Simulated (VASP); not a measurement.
Level of theory: PBEsol GGA, VASP's PBE PAW potentials (set 64) (plane waves; VASP).

VASP ran on this input.

### POSCAR
```
Ga4PSb3
1
    0.0087455377     5.9567528580     5.9240885456
    5.9567528580     0.0087455377     5.9240885456
    2.9827491978     2.9827491978    -0.0000000000
Ga Sb P
4 3 1
Direct
  0.9990425292   0.9990425292   0.0019149415
  0.9769817362   0.5089535727   0.0140646910
  0.5089535727   0.9769817362   0.0140646910
  0.5139667113   0.5139667113   0.9720665775
  0.1261614154   0.1261614154   0.2476771692
  0.1258271383   0.6235297906   0.2506430711
  0.6235297906   0.1258271383   0.2506430711
  0.6255371062   0.6255371062   0.2489257876
```

**KPOINTS**
```
Automatic mesh
0
Gamma
4 4 8
0 0 0
```

INCAR:
```
! general
SYSTEM =Ga4PSb3
PREC   =Accurate
ENCUT  =400   ! plane-wave cut-off (eV)
LREAL  =.FALSE.   ! projection in real space or not
LASPH  =.TRUE.

! electronic loop
EDIFF  =1E-6
NELM   =100   ! most electronic steps
ALGO   =Normal
LMAXMIX=4   ! l cut-off of mixed one-centre charges

! smearing
ISMEAR =1   ! Methfessel-Paxton
SIGMA  =0.1   ! width (eV)

! functional
GGA    =PS   ! PBEsol

! ions
IBRION =2   ! conjugate gradients
NSW    =60
ISIF   =3   ! ions, shape and volume
EDIFFG =-0.02

! output
LWAVE  =.FALSE.
LCHARG =.FALSE.
```

POTCAR, in this order: Ga_d Sb P (PBE.64 set). Program: vasp_std.

The run wrote:

### OSZICAR
```
       N       E                     dE             d eps       ncg     rms          rms(c)
DAV:   1     0.529998461421E+03    0.53000E+03   -0.28313E+04  2948   0.187E+03
DAV:   2     0.427074472046E+02   -0.48729E+03   -0.47727E+03  3137   0.479E+02
DAV:   3    -0.301512441151E+02   -0.72859E+02   -0.71100E+02  3277   0.149E+02
DAV:   4    -0.343747245798E+02   -0.42235E+01   -0.41862E+01  3409   0.374E+01
DAV:   5    -0.345032409019E+02   -0.12852E+00   -0.12808E+00  4046   0.619E+00    0.684E+00
DAV:   6    -0.340280391935E+02    0.47520E+00   -0.80724E-01  3727   0.103E+01    0.410E+00
DAV:   7    -0.339162310117E+02    0.11181E+00   -0.48777E-01  3422   0.430E+00    0.992E-01
DAV:   8    -0.339131957523E+02    0.30353E-02   -0.97644E-02  3765   0.292E+00    0.262E-01
DAV:   9    -0.339143370935E+02   -0.11413E-02   -0.11776E-02  3436   0.899E-01    0.136E-01
DAV:  10    -0.339144779482E+02   -0.14085E-03   -0.14514E-03  3615   0.286E-01    0.868E-02
DAV:  11    -0.339146757073E+02   -0.19776E-03   -0.34746E-04  3761   0.901E-02    0.201E-02
DAV:  12    -0.339146950750E+02   -0.19368E-04   -0.19090E-05  3370   0.269E-02    0.105E-02
DAV:  13    -0.339146995417E+02   -0.44667E-05   -0.80323E-06  2566   0.161E-02    0.169E-03
DAV:  14    -0.339146998617E+02   -0.31995E-06   -0.10091E-06  2326   0.636E-03
   1 F= -.33914700E+02 E0= -.33914635E+02  d E =-.339147E+02
       N       E                     dE             d eps       ncg     rms          rms(c)
DAV:   1    -0.339222328602E+02   -0.75333E-02   -0.22822E-01  3239   0.287E+00    0.504E-01
DAV:   2    -0.339182696032E+02    0.39633E-02   -0.17439E-02  3343   0.134E+00    0.285E-01
DAV:   3    -0.339158965392E+02    0.23731E-02   -0.43158E-03  4109   0.478E-01    0.547E-02
DAV:   4    -0.339159664080E+02   -0.69869E-04   -0.11575E-03  3044   0.224E-01    0.197E-02
DAV:   5    -0.339159600411E+02    0.63669E-05   -0.55691E-05  4065   0.508E-02    0.868E-03
DAV:   6    -0.339159598691E+02    0.17201E-06   -0.77517E-06  2878   0.201E-02
   2 F= -.33915960E+02 E0= -.33915935E+02  d E =-.126001E-02
       N       E                     dE             d eps       ncg     rms          rms(c)
DAV:   1    -0.339160258012E+02   -0.65760E-04   -0.20081E-03  3254   0.269E-01    0.471E-02
DAV:   2    -0.339159909425E+02    0.34859E-04   -0.15380E-04  3337   0.133E-01    0.266E-02
DAV:   3    -0.339159698213E+02    0.21121E-04   -0.38038E-05  4221   0.480E-02    0.489E-03
DAV:   4    -0.339159704594E+02   -0.63811E-06   -0.11416E-05  3060   0.232E-02    0.181E-03
DAV:   5    -0.339159703286E+02    0.13078E-06   -0.46322E-07  1679   0.622E-03
   3 F= -.33915970E+02 E0= -.33915941E+02  d E =-.127047E-02
       N       E                     dE             d eps       ncg     rms          rms(c)
DAV:   1    -0.339173074611E+02   -0.13370E-02   -0.33773E-02  3352   0.108E+00    0.216E-01
DAV:   2    -0.339167249506E+02    0.58251E-03   -0.20164E-03  3327   0.462E-01    0.125E-01
DAV:   3    -0.339163900449E+02    0.33491E-03   -0.44913E-04  4142   0.169E-01    0.165E-02
DAV:   4    -0.339163943884E+02   -0.43435E-05   -0.96133E-05  3020   0.689E-02    0.657E-03
DAV:   5    -0.339163938168E+02    0.57158E-06   -0.54781E-06  3599   0.169E-02
   4 F= -.33916394E+02 E0= -.33916400E+02  d E =-.423488E-03
       N       E                     dE             d eps       ncg     rms          rms(c)
DAV:   1    -0.339172422498E+02   -0.84786E-03   -0.25376E-02  3355   0.939E-01    0.187E-01
DAV:   2    -0.339168081238E+02    0.43413E-03   -0.15180E-03  3364   0.402E-01    0.108E-01
DAV:   3    -0.339165576105E+02    0.25051E-03   -0.33397E-04  4164   0.147E-01    0.144E-02
DAV:   4    -0.339165607965E+02   -0.31860E-05   -0.72098E-05  3003   0.591E-02    0.568E-03
DAV:   5    -0.339165603575E+02    0.43900E-06   -0.41512E-06  3502   0.148E-02
   5 F= -.33916560E+02 E0= -.33916602E+02  d E =-.590029E-03
```

### OUTCAR
```
------------------------ aborting loop because EDIFF is reached ----------------------------------------
  FORCE on cell =-STRESS in cart. coord.  units (eV):
  Direction    XX          YY          ZZ          XY          YZ          ZX
  --------------------------------------------------------------------------------------
  Total       -0.0248257     -0.0248257      0.0144461      0.0075588      0.0000000      0.0000000
  in kB       -0.1893275     -0.1893275      0.1101694      0.0576452      0.0000000      0.0000000
  external PRESSURE =      -0.0894952 kB  Pullay stress =       0.0000000 kB
  volume of cell :      210.09
      direct lattice vectors                 reciprocal lattice vectors
    -0.002950383  5.943857575  5.946514563    -0.084078720  0.084078720  0.084082868
     5.943857575 -0.002950383  5.946514563     0.084078720 -0.084078720  0.084082868
     2.970453596  2.970453596  0.000000000     0.168324461  0.168324461 -0.168165736
 POSITION                                       TOTAL-FORCE (eV/Angst)
 -----------------------------------------------------------------------------------
      5.94091      5.94091     11.88406         0.000000      0.000000      0.006596
      3.06351      5.84785      8.83763         0.000675     -0.000675     -0.004577
      5.84785      3.06351      8.83763        -0.000675      0.000675     -0.004577
      5.94091      5.94091      6.10956        -0.000000     -0.000000     -0.013658
      1.48523      1.48523      1.49746         0.000000      0.000000      0.014649
      4.45262      1.48828      4.45684         0.002239     -0.002239      0.000266
      1.48828      4.45262      4.45684        -0.002239      0.002239      0.000266
      4.45568      4.45568      7.43860         0.000000      0.000000      0.001034
 -----------------------------------------------------------------------------------
    total drift:                                0.000004      0.000004      0.002469
  FREE ENERGIE OF THE ION-ELECTRON SYSTEM (eV)
  ---------------------------------------------------
  free  energy   TOTEN  =       -33.9165603575 eV

  energy  without entropy=      -33.9166847368  energy(sigma->0) =      -33.91660182

 reached required accuracy - stopping structural energy minimisation
```
(Selected blocks of OUTCAR.)

CONTCAR:
```
Ga4PSb3
   1.00000000000000
    -0.0029503832154219    5.9438575747353442    5.9465145628982556
     5.9438575747353442   -0.0029503832154219    5.9465145628982556
     2.9704535957099787    2.9704535957099787    0.0000000000001898
  Ga              Sb              P
     4     3     1
Direct
     0.9992462698539534    0.9992462698539534    0.0015074601920843
     0.9771965155785516    0.5089895978376012    0.0138138864838525
     0.5089895978376012    0.9771965155785516    0.0138138864838525
     0.5137093855024221    0.5137093855024221    0.9725812290951578
     0.1259111035232630    0.1259111035232630    0.2481777929534741
     0.1255061496149252    0.6239818418434796    0.2505120085415952
     0.6239818418434796    0.1255061496149252    0.2505120085415952
     0.6254591361458022    0.6254591361458022    0.2490817277083956
```

### OUTCAR
```
 val. band max:        4.9487725785   @ k =   0.0000   0.0000   0.0000

 cond. band min:       5.0155275644   @ k =   0.0000   0.0000   0.0000


 Fermi energy:         4.9790827100

 k-point     1 :       0.0000    0.0000    0.0000
  band No.  band energies     occupation
      1     -10.3675      2.00000
      2     -10.3515      2.00000
      3     -10.3262      2.00000
      4     -10.2996      2.00000
      5     -10.2867      2.00000
      6     -10.1792      2.00000
      7     -10.1660      2.00000
      8     -10.1459      2.00000
      9     -10.1311      2.00000
     10     -10.1299      2.00000
     11     -10.1284      2.00000
     12     -10.0948      2.00000
     13     -10.0890      2.00000
     14     -10.0838      2.00000
     15     -10.0818      2.00000
     16      -9.9522      2.00000
     17      -9.9417      2.00000
     18      -9.9203      2.00000
     19      -9.8821      2.00000
     20      -9.8763      2.00000
     21      -7.0721      2.00000
     22      -5.5736      2.00000
     23      -5.0191      2.00000
     24      -4.2572      2.00000
     25      -2.0861      2.00000
     26      -1.8036      2.00000
     27      -1.5934      2.00000
     28       1.9407      2.00000
     29       2.0518      2.00000
     30       3.3088      2.00000
     31       3.4009      2.00000
     32       3.6225      2.00000
     33       4.0183      2.00000
     34       4.4681      2.00000
     35       4.8764      2.05540
     36       4.9488      1.48782
     37       5.0155      0.42622
     38       5.6017     -0.00000
     39       5.6297     -0.00000
     40       5.8944     -0.00000
     41       6.1182     -0.00000
     42       7.7545      0.00000
     43       7.8377      0.00000

 k-point     2 :       0.2500    0.0000    0.0000
  band No.  band energies     occupation
      1     -10.3670      2.00000
      2     -10.3510      2.00000
      3     -10.3260      2.00000
      4     -10.2994      2.00000
      5     -10.2865      2.00000
...
```

Unless said otherwise, spin-orbit coupling is left out, though it shifts the bands of the heavy elements here.

The structure was generated: Ga4PSb3 was put into an ordered model structure (Amm2), which need not be its known phase. This run relaxes it. Symmetry was kept, so distortions that lower it aren't found. The start is the result of an earlier pass.
